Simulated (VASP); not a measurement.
Calculation: PBE GGA, VASP's PBE PAW potentials (set 64) (plane waves; VASP).

VASP ran on this input.

**POSCAR**
```
AlZn35O35
1.0
  4.9323206973  -8.5430314063   0.0000000000
  4.9323206973   8.5430314063   0.0000000000
  0.0000000000   0.0000000000  10.5847754337
Zn O Al
35 35 1
Direct
  0.2222220000   0.1111110000   0.2500000000
  0.1111110000   0.2222220000   0.0000000000
  0.2222220000   0.1111110000   0.7500000000
  0.1143990000   0.2226240000   0.4985370000
  0.2199970000   0.4370680000   0.2512460000
  0.1111110000   0.5555560000   0.0000000000
  0.2222220000   0.4444440000   0.7500000000
  0.1074810000   0.5489290000   0.5020370000
  0.2222220000   0.7777780000   0.2500000000
  0.1111110000   0.8888890000   0.0000000000
  0.2222220000   0.7777780000   0.7500000000
  0.1111110000   0.8888890000   0.5000000000
  0.5555560000   0.1111110000   0.2500000000
  0.4444440000   0.2222220000   0.0000000000
  0.5555560000   0.1111110000   0.7500000000
  0.4444440000   0.2222220000   0.5000000000
  0.5555560000   0.4444440000   0.2500000000
  0.4444440000   0.5555560000   0.0000000000
  0.5555560000   0.4444440000   0.7500000000
  0.5555560000   0.7777780000   0.2500000000
  0.4444440000   0.8888890000   0.0000000000
  0.5555560000   0.7777780000   0.7500000000
  0.4444440000   0.8888890000   0.5000000000
  0.8888890000   0.1111110000   0.2500000000
  0.7777780000   0.2222220000   0.0000000000
  0.8888890000   0.1111110000   0.7500000000
  0.7777780000   0.2222220000   0.5000000000
  0.8888890000   0.4444440000   0.2500000000
  0.7777780000   0.5555560000   0.0000000000
  0.8888890000   0.4444440000   0.7500000000
  0.7777780000   0.5555560000   0.5000000000
  0.8888890000   0.7777780000   0.2500000000
  0.7777780000   0.8888890000   0.0000000000
  0.8888890000   0.7777780000   0.7500000000
  0.7777780000   0.8888890000   0.5000000000
  0.2222220000   0.1111110000   0.4410000000
  0.1111110000   0.2222220000   0.1910000000
  0.2222220000   0.1111110000   0.9410000000
  0.1111110000   0.2222220000   0.6910000000
  0.1111110000   0.5555560000   0.1910000000
  0.2222220000   0.4444440000   0.9410000000
  0.1111110000   0.5555560000   0.6910000000
  0.2222220000   0.7777780000   0.4410000000
  0.1111110000   0.8888890000   0.1910000000
  0.2222220000   0.7777780000   0.9410000000
  0.1111110000   0.8888890000   0.6910000000
  0.5555560000   0.1111110000   0.4410000000
  0.4444440000   0.2222220000   0.1910000000
  0.5555560000   0.1111110000   0.9410000000
  0.4444440000   0.2222220000   0.6910000000
  0.5555560000   0.4444440000   0.4410000000
  0.4444440000   0.5555560000   0.1910000000
  0.5555560000   0.4444440000   0.9410000000
  0.4444440000   0.5555560000   0.6910000000
  0.5555560000   0.7777780000   0.4410000000
  0.4444440000   0.8888890000   0.1910000000
  0.5555560000   0.7777780000   0.9410000000
  0.4444440000   0.8888890000   0.6910000000
  0.8888890000   0.1111110000   0.4410000000
  0.7777780000   0.2222220000   0.1910000000
  0.8888890000   0.1111110000   0.9410000000
  0.7777780000   0.2222220000   0.6910000000
  0.8888890000   0.4444440000   0.4410000000
  0.7777780000   0.5555560000   0.1910000000
  0.8888890000   0.4444440000   0.9410000000
  0.7777780000   0.5555560000   0.6910000000
  0.8888890000   0.7777780000   0.4410000000
  0.7777780000   0.8888890000   0.1910000000
  0.8888890000   0.7777780000   0.9410000000
  0.7777780000   0.8888890000   0.6910000000
  0.4439650000   0.5499550000   0.5023940000
```

INCAR:
```
# general
SYSTEM  = AlZn35O35
PREC    = Normal
ENCUT   = 400
LREAL   = Auto
LASPH   = T
ISYM    = 0
NELECT  = 634.0

# electronic loop
EDIFF   = 1E-5
NELM    = 100
NELMIN  = 4
ALGO    = Fast
LMAXMIX = 4

# smearing
ISMEAR  = 0
SIGMA   = 0.05

# functional
GGA     = PE

# ions
IBRION  = 2
NSW     = 70
ISIF    = 2
EDIFFG  = -0.03

# output
LWAVE   = F
LCHARG  = F
```

### KPOINTS
```
Regular mesh
0
gamma
  1 1 1
```

POTCAR, in this order: Zn O Al (PBE.64 set). Program: vasp_gam.

Output of the run:

**OSZICAR**
```
...
DAV:   1    -0.314942619159E+03    0.61180E-03   -0.64907E-01   832   0.153E+00    0.125E-01
RMM:   2    -0.314943791776E+03   -0.11726E-02   -0.13002E-02   765   0.222E-01    0.699E-02
RMM:   3    -0.314943822654E+03   -0.30877E-04   -0.14549E-03   762   0.830E-02    0.442E-02
RMM:   4    -0.314943813602E+03    0.90520E-05   -0.19299E-04   737   0.327E-02    0.311E-02
RMM:   5    -0.314943805046E+03    0.85561E-05   -0.49815E-05   629   0.161E-02
  11 F= -.31494381E+03 E0= -.31494381E+03  d E =-.198630E-01
       N       E                     dE             d eps       ncg     rms          rms(c)
DAV:   1    -0.314945965045E+03   -0.21514E-02   -0.89032E+00   784   0.557E+00    0.365E-01
RMM:   2    -0.314953864992E+03   -0.78999E-02   -0.89499E-02   760   0.633E-01    0.246E-01
RMM:   3    -0.314954210756E+03   -0.34576E-03   -0.10717E-02   760   0.225E-01    0.132E-01
RMM:   4    -0.314954137194E+03    0.73563E-04   -0.13782E-03   767   0.895E-02    0.928E-02
RMM:   5    -0.314954089518E+03    0.47676E-04   -0.39733E-04   763   0.452E-02    0.285E-02
RMM:   6    -0.314954099136E+03   -0.96180E-05   -0.12062E-04   718   0.194E-02    0.170E-02
RMM:   7    -0.314954096934E+03    0.22024E-05   -0.22960E-05   488   0.106E-02
  12 F= -.31495410E+03 E0= -.31495410E+03  d E =-.102919E-01
       N       E                     dE             d eps       ncg     rms          rms(c)
DAV:   1    -0.314953593390E+03    0.50575E-03   -0.20266E+00   816   0.266E+00    0.171E-01
RMM:   2    -0.314955407104E+03   -0.18137E-02   -0.20495E-02   760   0.302E-01    0.118E-01
RMM:   3    -0.314955481730E+03   -0.74625E-04   -0.24480E-03   760   0.108E-01    0.638E-02
RMM:   4    -0.314955464236E+03    0.17494E-04   -0.31922E-04   765   0.430E-02    0.461E-02
RMM:   5    -0.314955452460E+03    0.11776E-04   -0.95647E-05   698   0.219E-02    0.140E-02
RMM:   6    -0.314955454728E+03   -0.22682E-05   -0.27608E-05   503   0.929E-03
  13 F= -.31495545E+03 E0= -.31495545E+03  d E =-.116497E-01
       N       E                     dE             d eps       ncg     rms          rms(c)
DAV:   1    -0.314950514844E+03    0.49376E-02   -0.81261E+00   768   0.539E+00    0.401E-01
RMM:   2    -0.314962307201E+03   -0.11792E-01   -0.12954E-01   761   0.727E-01    0.222E-01
RMM:   3    -0.314962865427E+03   -0.55823E-03   -0.15621E-02   760   0.271E-01    0.127E-01
RMM:   4    -0.314962823946E+03    0.41480E-04   -0.17124E-03   767   0.959E-02    0.929E-02
RMM:   5    -0.314962760778E+03    0.63169E-04   -0.47547E-04   760   0.503E-02    0.311E-02
RMM:   6    -0.314962774991E+03   -0.14213E-04   -0.15029E-04   719   0.232E-02    0.221E-02
RMM:   7    -0.314962771832E+03    0.31592E-05   -0.31249E-05   514   0.121E-02
  14 F= -.31496277E+03 E0= -.31496277E+03  d E =-.731710E-02
       N       E                     dE             d eps       ncg     rms          rms(c)
DAV:   1    -0.314961678592E+03    0.10964E-02   -0.12015E+00   832   0.207E+00    0.147E-01
RMM:   2    -0.314963440330E+03   -0.17617E-02   -0.19297E-02   761   0.281E-01    0.854E-02
RMM:   3    -0.314963516185E+03   -0.75855E-04   -0.23080E-03   760   0.104E-01    0.515E-02
RMM:   4    -0.314963507149E+03    0.90357E-05   -0.25977E-04   752   0.373E-02    0.382E-02
RMM:   5    -0.314963496096E+03    0.11053E-04   -0.76238E-05   675   0.201E-02    0.130E-02
RMM:   6    -0.314963498508E+03   -0.24126E-05   -0.24767E-05   492   0.910E-03
  15 F= -.31496350E+03 E0= -.31496350E+03  d E =-.804378E-02
       N       E                     dE             d eps       ncg     rms          rms(c)
DAV:   1    -0.314958320074E+03    0.51760E-02   -0.55208E+00   768   0.446E+00    0.347E-01
RMM:   2    -0.314967127819E+03   -0.88077E-02   -0.96317E-02   760   0.608E-01    0.193E-01
RMM:   3    -0.314967459004E+03   -0.33118E-03   -0.11044E-02   760   0.225E-01    0.112E-01
RMM:   4    -0.314967407344E+03    0.51659E-04   -0.12801E-03   766   0.795E-02    0.750E-02
RMM:   5    -0.314967365573E+03    0.41771E-04   -0.36052E-04   760   0.432E-02    0.248E-02
RMM:   6    -0.314967375736E+03   -0.10163E-04   -0.10033E-04   697   0.197E-02    0.166E-02
RMM:   7    -0.314967373805E+03    0.19312E-05   -0.23911E-05   490   0.101E-02
  16 F= -.31496737E+03 E0= -.31496737E+03  d E =-.387530E-02
       N       E                     dE             d eps       ncg     rms          rms(c)
DAV:   1    -0.314967370500E+03    0.52361E-05   -0.36633E-03   840   0.114E-01    0.144E-02
RMM:   2    -0.314967374885E+03   -0.43849E-05   -0.58002E-05   604   0.151E-02    0.665E-03
RMM:   3    -0.314967375156E+03   -0.27058E-06   -0.75436E-06   436   0.635E-03    0.204E-03
RMM:   4    -0.314967375204E+03   -0.48763E-07   -0.84260E-07   419   0.254E-03
  17 F= -.31496738E+03 E0= -.31496738E+03  d E =-.387670E-02
       N       E                     dE             d eps       ncg     rms          rms(c)
DAV:   1    -0.314962527701E+03    0.48475E-02   -0.38596E+00   764   0.376E+00    0.309E-01
RMM:   2    -0.314969159041E+03   -0.66313E-02   -0.71506E-02   761   0.541E-01    0.192E-01
RMM:   3    -0.314969509543E+03   -0.35050E-03   -0.85555E-03   760   0.201E-01    0.102E-01
RMM:   4    -0.314969477300E+03    0.32243E-04   -0.88982E-04   767   0.690E-02    0.738E-02
RMM:   5    -0.314969443468E+03    0.33832E-04   -0.25111E-04   757   0.366E-02    0.263E-02
RMM:   6    -0.314969450263E+03   -0.67948E-05   -0.66601E-05   664   0.165E-02
  18 F= -.31496945E+03 E0= -.31496945E+03  d E =-.207506E-02
       N       E                     dE             d eps       ncg     rms          rms(c)
DAV:   1    -0.314969452043E+03   -0.85749E-05   -0.12773E-03   816   0.690E-02    0.937E-03
RMM:   2    -0.314969453068E+03   -0.10245E-05   -0.13949E-05   449   0.945E-03    0.416E-03
RMM:   3    -0.314969453240E+03   -0.17212E-06   -0.22328E-06   427   0.397E-03    0.212E-03
RMM:   4    -0.314969453248E+03   -0.77853E-08   -0.35084E-07   356   0.167E-03
  19 F= -.31496945E+03 E0= -.31496945E+03  d E =-.207804E-02
       N       E                     dE             d eps       ncg     rms          rms(c)
DAV:   1    -0.314967623800E+03    0.18294E-02   -0.16512E+00   764   0.247E+00    0.194E-01
RMM:   2    -0.314970345318E+03   -0.27215E-02   -0.29959E-02   761   0.339E-01    0.103E-01
RMM:   3    -0.314970452645E+03   -0.10733E-03   -0.33827E-03   760   0.126E-01    0.609E-02
RMM:   4    -0.314970435980E+03    0.16665E-04   -0.36889E-04   766   0.436E-02    0.407E-02
RMM:   5    -0.314970423206E+03    0.12774E-04   -0.99073E-05   704   0.229E-02    0.129E-02
RMM:   6    -0.314970426032E+03   -0.28261E-05   -0.26415E-05   503   0.106E-02
  20 F= -.31497043E+03 E0= -.31497043E+03  d E =-.972784E-03
       N       E                     dE             d eps       ncg     rms          rms(c)
DAV:   1    -0.314970391620E+03    0.31585E-04   -0.17493E-02   840   0.256E-01    0.202E-02
RMM:   2    -0.314970424390E+03   -0.32770E-04   -0.35431E-04   756   0.365E-02    0.121E-02
RMM:   3    -0.314970425753E+03   -0.13629E-05   -0.39490E-05   505   0.136E-02    0.779E-03
RMM:   4    -0.314970425614E+03    0.13926E-06   -0.50807E-06   443   0.625E-03
  21 F= -.31497043E+03 E0= -.31497043E+03  d E =-.972366E-03
       N       E                     dE             d eps       ncg     rms          rms(c)
DAV:   1    -0.314969820717E+03    0.60504E-03   -0.85157E-01   792   0.177E+00    0.126E-01
RMM:   2    -0.314970873709E+03   -0.10530E-02   -0.11736E-02   761   0.227E-01    0.827E-02
RMM:   3    -0.314970919521E+03   -0.45812E-04   -0.14207E-03   760   0.835E-02    0.435E-02
RMM:   4    -0.314970909369E+03    0.10151E-04   -0.16290E-04   735   0.302E-02    0.338E-02
RMM:   5    -0.314970901331E+03    0.80387E-05   -0.52986E-05   630   0.164E-02
  22 F= -.31497090E+03 E0= -.31497090E+03  d E =-.475717E-03
```

### OUTCAR
```
------------------------ aborting loop because EDIFF is reached ----------------------------------------
  FORCE on cell =-STRESS in cart. coord.  units (eV):
  Direction    XX          YY          ZZ          XY          YZ          ZX
  --------------------------------------------------------------------------------------
  Total      -16.8415860    -16.9027698    -18.8910291     -0.4985744     -0.1885480      0.3624007
  in kB      -30.2495290    -30.3594225    -33.9305771     -0.8955000     -0.3386551      0.6509155
  external PRESSURE =     -31.5131762 kB  Pullay stress =       0.0000000 kB
  volume of cell :      892.02
      direct lattice vectors                 reciprocal lattice vectors
     4.932320697 -8.543031406  0.000000000     0.101372159 -0.058527234  0.000000000
     4.932320697  8.543031406  0.000000000     0.101372159  0.058527234  0.000000000
     0.000000000  0.000000000 10.584775434     0.000000000  0.000000000  0.094475316
  FREE ENERGIE OF THE ION-ELECTRON SYSTEM (eV)
  ---------------------------------------------------
  free  energy   TOTEN  =      -314.9709013306 eV

  energy  without entropy=     -314.9709013306  energy(sigma->0) =     -314.97090133

 reached required accuracy - stopping structural energy minimisation
```
(Selected blocks of OUTCAR.)

File CONTCAR:
```
AlZn35O35
   1.00000000000000
     4.9323206972999998   -8.5430314063000008    0.0000000000000000
     4.9323206972999998    8.5430314063000008    0.0000000000000000
     0.0000000000000000    0.0000000000000000   10.5847754337000008
  Zn              O               Al
    35    35     1
Direct
     0.2214940502061886    0.1105479375305301    0.2499579562262668
     0.1123459654841167    0.2243672998941705    0.0053806218569762
     0.2206060000711707    0.1117457489214047    0.7498599716963412
     0.1207733376356980    0.2432706369075280    0.4920510768386177
     0.2193901964755511    0.4429254559964502    0.2792503757161675
     0.1123396573483295    0.5540467966323934    0.0054283834969461
     0.2191931230204030    0.4428255989443632    0.7515465074234319
     0.1206886087879574    0.5437589146785197    0.4920818184659007
     0.2213905335570301    0.7770842732884038    0.2498545408653139
     0.1119429908809410    0.8890903939116278    0.9989010440383570
     0.2204687720301646    0.7750687808342964    0.7499038902327787
     0.1113639796016940    0.8887638709241100    0.5007292999210763
     0.5560658662806105    0.1110087403222770    0.2487314592653552
     0.4436334568020122    0.2219001999641893    0.0003254646588478
     0.5553220103658263    0.1105924638559542    0.7517497886053843
     0.4417446348535719    0.2190598949164080    0.5016751353855318
     0.5542244512112174    0.4438622699221597    0.2486957892413126
     0.4408327560790935    0.5533468832437880    0.0067495310833547
     0.5560141882922945    0.4430039770403687    0.7515283940755799
     0.5542428150883716    0.7763412390817018    0.2486322604595973
     0.4434415155987004    0.8876888036231173    0.0003310499148245
     0.5559916345048591    0.7790009227896290    0.7515750431919952
     0.4416465686976731    0.8886964076237600    0.5016766397287341
     0.8883140208484009    0.1112976947272321    0.2491668388993366
     0.7786542409677165    0.2225227387159759    0.9984529755178480
     0.8915965111440217    0.1122334977926337    0.7498308737456983
     0.7768464799696704    0.2215467539883104    0.5024051031305065
     0.8880612479050026    0.4430934811852328    0.2493197975337064
     0.7775768627003228    0.5548543380264489    0.0002370004733017
     0.8914800036253133    0.4455685933180731    0.7498893906008774
     0.7845787773169676    0.5579733642188300    0.5018687772394679
     0.8892840673807612    0.7777346118709313    0.2486494393342691
     0.7774502579514966    0.8890163249028025    0.0001519841719494
     0.8894014104273504    0.7778007107924797    0.7522995024045731
     0.7846103221573815    0.8928602786530603    0.5018724556554345
     0.2203440556418375    0.1142928527078395    0.4407288760249615
     0.1138600405059848    0.2282944097992906    0.1961067914801248
     0.2210230219717519    0.1124698312486736    0.9396374586013316
     0.1131224786054274    0.2254323936139442    0.6820077964460928
     0.1135190103618419    0.5516973591902553    0.1961520678071031
     0.2230077592975087    0.4445668873293152    0.9382605824200506
     0.1129614454146437    0.5539624491608541    0.6820151231909876
     0.2202060390541464    0.7721125396525601    0.4406502613671232
     0.1116032988163543    0.8889219194943254    0.1896971451959014
     0.2207906801656441    0.7745684690296246    0.9396606882125389
     0.1111496381279061    0.8887336488919304    0.6895499112226215
     0.5545440241931247    0.1102742115239874    0.4397606508262018
     0.4444133650567558    0.2229400323230754    0.1915170680679719
     0.5549134543149998    0.1104497401215866    0.9407465820233795
     0.4442584550306317    0.2227791834162502    0.6895317158470590
     0.5461516506614008    0.4546277975239204    0.4459420304900792
     0.4359290839370826    0.5509290124899100    0.1981709646522763
     0.5535586878974589    0.4460810831409294    0.9395951348972794
     0.4424619169607533    0.5542529525519820    0.6697202174679587
     0.5461196003268390    0.7576233779024392    0.4459086445926900
     0.4443492915514326    0.8874590934774960    0.1915282861780937
     0.5533697378049902    0.7733580758373313    0.9395962380768453
     0.4441001837037845    0.8874110603767675    0.6895149654488212
     0.8915218754423426    0.1133287363587856    0.4402800136845103
     0.7777026782846921    0.2219676521821317    0.1887204157431199
     0.8916925385976804    0.1117299842265238    0.9396350597470913
     0.7780677844257279    0.2221531702353320    0.6909057457253373
     0.8915136289581826    0.4444298166302370    0.4403330301418379
     0.7754411129036745    0.5538723653874149    0.1916387673526534
     0.8916783809852136    0.4463338660953807    0.9396630431976623
     0.7767752026279376    0.5551105738122999    0.6895186578105125
     0.8885118090767741    0.7773407832029080    0.4387018431814898
     0.7755217116919184    0.8878613956759756    0.1915957917709582
     0.8884012389981290    0.7773776437368629    0.9409824778346972
     0.7767918896743394    0.8879384725863673    0.6895390826791389
     0.4523439136631984    0.5591712600263284    0.5009406894979295
```

At this cut-off the stress carries a Pulay error, which pulls relaxed volumes low. The cell is charged, with a uniform compensating background. The supercell is sampled at Γ alone, which is coarse: total energies, pressure and levels can be off, energies of defects by several tenths of an eV.

The cell is a supercell with a defect, built from ZnO (wurtzite): Al_Zn-vac_O, charge -1. The run is not spin-polarised, so no state with unpaired spins was tried.
